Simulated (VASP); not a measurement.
The system is Y2CF2.

```
Y C F
1.0
     3.66510    0.00000    0.00000
    -1.83255    3.17407    0.00000
     0.00000    0.00000    6.29697
Y C F
2 1 2
Direct
  0.33333 0.66667 0.21450
  0.66667 0.33333 0.78550
  0.00000 0.00000 0.00000
  0.33333 0.66667 0.60310
  0.66667 0.33333 0.39690
```

The cell comes from a database or a generator and needn't be the stable form of this composition.

| Item | Value |
| --- | --- |
| Program | VASP 6.6.1 |
| Task | relaxation of cell and atoms |
| Functional | LDA |
| Potentials or basis | VASP PAW LDA potentials, release 64 (Y_sv, C, F) |
| Cutoff | 600 eV |
| k mesh | 9 × 9 × 4 |
| Occupations | gaussian, width 0.03 eV |
| Spin | no spin polarisation |

At the start: pressure -6.5 GPa; volume 14.65 Å³/atom.

Where does the relaxation end?

Over 10 steps the energy falls by 22.0 meV/atom and the volume is 13.93 Å³/atom (-4.9 %); space group P-3m1 (No. 164, to 0.05 Å).

The path:
```tsv
step	energy change (eV)	largest force (eV/Å)	pressure (GPa)	volume (Å³)
1	0.0000	0.5344	-6.51	73.25
2	-0.0628	0.2098	5.48	67.12
3	-0.0961	0.3447	0.56	69.29
4	-0.1053	0.1587	0.15	69.47
5	-0.1057	0.2107	0.04	69.51
6	-0.1093	0.0695	-0.02	69.60
7	-0.1097	0.0055	0.00	69.64
8	-0.1099	0.0078	0.01	69.65
9	-0.1099	0.0124	0.00	69.67
10	-0.1100	0.0090	0.02	69.66
```

Final structure:
```
Y C F
1.0
     3.59965    0.00000    0.00000
    -1.79982    3.11739    0.00000
     0.00000    0.00000    6.20790
Y C F
2 1 2
Direct
  0.33333 0.66667 0.21579
  0.66667 0.33333 0.78421
  0.00000 0.00000 0.00000
  0.33333 0.66667 0.61199
  0.66667 0.33333 0.38801
```
